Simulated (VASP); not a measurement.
The system is Au.

```xyz
1
Lattice="0.0000 2.0350 2.0350 2.0350 0.0000 2.0350 2.0350 2.0350 0.0000" Properties=species:S:1:pos:R:3 pbc="T T T"
Au    0.0000    0.0000    0.0000
```

| Quantity | Value |
| --- | --- |
| Program | VASP 6.6.1 |
| Task | relaxation of cell and atoms |
| Functional | PBE |
| Potentials or basis | VASP PAW PBE potentials, release 64 (Au) |
| Cutoff | 520 eV |
| k mesh | 18 × 18 × 18 |
| Occupations | gaussian, width 0.1 eV |
| Spin | no spin polarisation |

At the start: pressure 17.6 GPa; volume 16.85 Å³/atom.

Task: Where does the relaxation end?

Result: Over 46 steps the energy falls by 31.2 meV/atom and the volume is 17.94 Å³/atom (+6.4 %); space group Fm-3m (No. 225, to 0.05 Å).

Step by step:
```
step  energy change (eV)  largest force (eV/Å)  pressure (GPa)  volume (Å³)
   1              0.0000                0.0000           17.62        16.85
   3              0.1646                0.0000          -19.14        21.45
   5             -0.0292                0.0000           -2.24        18.22
   7             -0.0230                0.0000            4.74        17.39
   9             -0.0311                0.0000            6.10        17.78
  11             -0.0311                0.0000            1.39        17.89
  13             -0.0312                0.0000            0.42        17.92
  15             -0.0312                0.0000            0.09        17.93
  17             -0.0312                0.0000            0.07        17.94
  19             -0.0312                0.0000            0.11        17.94
  21             -0.0312                0.0000            0.25        17.97
  23             -0.0308                0.0000            0.78        18.08
  25             -0.0249                0.0000            2.91        18.51
  27             -0.0191                0.0000           -5.03        18.68
  29             -0.0233                0.0000           -5.13        18.53
  31             -0.0241                0.0000           -4.49        18.50
  33             -0.0273                0.0000           -5.26        18.36
  35             -0.0306                0.0000            1.07        17.80
  37             -0.0315                0.0000            3.55        18.01
  39             -0.0305                0.0000           -0.77        18.11
  41             -0.0306                0.0000           -1.33        18.09
  43             -0.0310                0.0000           -1.74        18.03
  45             -0.0312                0.0000           -0.14        17.94
  46             -0.0312                0.0000            0.00        17.94
```

Final structure:
```yaml
crystal:
  lattice:
    - [0.00000, 2.07782, 2.07782]
    - [2.07782, 0.00000, 2.07782]
    - [2.07782, 2.07782, 0.00000]
  atoms:
    - { symbol: Au, position: [0.00000, 0.00000, 0.00000] }
```
